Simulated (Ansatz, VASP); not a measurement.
Pd8CO (Palladium) in VASP and in Ansatz

```xyz
10
Lattice="3.9424 0.0000 0.0000 0.0000 3.9424 0.0000 0.0000 0.0000 26.0636" Properties=species:S:1:pos:R:3 pbc="T T T"
Pd    0.0000    1.9712    8.5000
Pd    1.9712    0.0000    8.5000
Pd    1.9712    1.9712   10.4712
Pd    0.0000    0.0000   10.4712
Pd   -0.0108    1.9603   12.4527
Pd    1.9820    0.0108   12.4527
Pd    1.9678    1.9745   14.4771
Pd    0.0033   -0.0033   14.4771
C     0.9856    2.9568   15.8998
O     0.9856    2.9568   17.0680
```

Alike in both runs: functional PBE; k mesh 7 × 7 × 1; occupations gaussian, width 0.1 eV; no spin polarisation.

Ansatz relaxed the structure, and its values are those at the end. VASP's run is a single point on that final structure, the one shown.

```csv
,VASP,Ansatz
version,VASP 6.6.1,Ansatz 0.2.0
potentials or method,"VASP PAW PBE potentials, release 64 (Pd, C, O)","scalar-relativistic, plane waves, PAW"
plane-wave cutoff (eV),520,420
valence electrons in the cell,90,154
```

```tsv
	VASP	Ansatz	Ansatz less VASP
gap on the k mesh at the Fermi level (eV)	none	none	-
rms of the force components (eV/Å)	0.192	0.048	-0.1444
work function, face that differs most (eV)	6.39	6.36	-0.038
```

A gap of «none» marks a metal or a gap that the smearing closes. One of these differences is far larger than is usual between the two programs; its cause wasn't traced. The functional is the same, so the differences come from potentials, cutoffs and numerics. The two sets of potentials don't hold the same shells in valence.

Caveats: the standard files for N, O and F lose accuracy on very short bonds.
